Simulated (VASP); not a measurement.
```
CdTe
1.0
    0.00000     2.83424     2.83424
    2.83424     0.00000     2.83424
    2.83424     2.83424     0.00000
Cd Te
1 1
Direct
  0.00000   0.00000   0.00000
  0.25000   0.25000   0.25000
```

Calculation: PBEsol GGA, VASP's PBE PAW potentials (set 64) (plane waves; VASP). Run with 500 eV cut-off, 8×8×8 Γ-centred mesh, Gaussian smearing of 0.050 eV, potentials Cd Te.

Unless said otherwise, spin-orbit coupling is left out, though it shifts the bands of the heavy elements here.

Question: Estimate the energy per atom (σ→0), pressure, band gap (on the k-mesh) with the smallest direct gap where there is one.

Answer: 
```json
{
  "band gap (on the k-mesh)": "1.28 eV",
  "smallest direct gap (on the k-mesh)": "1.86 eV",
  "energy per atom (σ→0)": "-1.650 eV/atom",
  "pressure": "45.09 GPa"
}
```

Total energies compare only between runs with the same potentials, cut-off and functional.

The compound is CdTe in the zinc blende structure. It was relaxed first under an external pressure of 45 GPa.
